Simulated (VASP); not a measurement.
Input:

```
CELL_PARAMETERS angstrom
      3.88939     0.00000     0.00000
      0.00000     3.88939     0.00000
      0.00000     0.00000     3.88939
ATOMIC_POSITIONS crystal
  Ba 0.00000 0.00000 0.00000
  Ti 0.50000 0.50000 0.50000
  O  0.50000 0.00000 0.50000
  O  0.00000 0.50000 0.50000
  O  0.50000 0.50000 0.00000
```

Calculation: LDA (Ceperley-Alder, Perdew-Zunger), VASP's LDA PAW potentials (set 64) (plane waves; VASP). Settings: 620 eV cut-off, 6×6×6 Γ-centred mesh, Gaussian smearing of 0.050 eV, potentials Ba_sv Ti_sv O.

Energy and stress use the plane-wave basis of the starting cell.

### Question
The ions, cell shape and volume at an external pressure of 20.0 GPa are relaxed. Which structure does the run end with?

### Answer

```
CELL_PARAMETERS angstrom
      3.84041     0.00000     0.00000
      0.00000     3.84041     0.00000
      0.00000     0.00000     3.84041
ATOMIC_POSITIONS crystal
  Ba 0.00000 0.00000 0.00000
  Ti 0.50000 0.50000 0.50000
  O  0.50000 0.00000 0.50000
  O  0.00000 0.50000 0.50000
  O  0.50000 0.50000 0.00000
```
Space group Pm-3m (221), at a tolerance of 0.03 Å.

### Question
How do energy and volume change from the first to the last step?

### Answer
The energy (σ→0) changes by +40.3 meV/atom and the volume by -3.7 %, in 3 ionic steps.

The compound is BaTiO3 in the cubic perovskite structure, the ideal cubic form; the compound distorts at low or room temperature. This run relaxes it under an external pressure of 20 GPa. Symmetry was kept, so distortions that lower it aren't found.
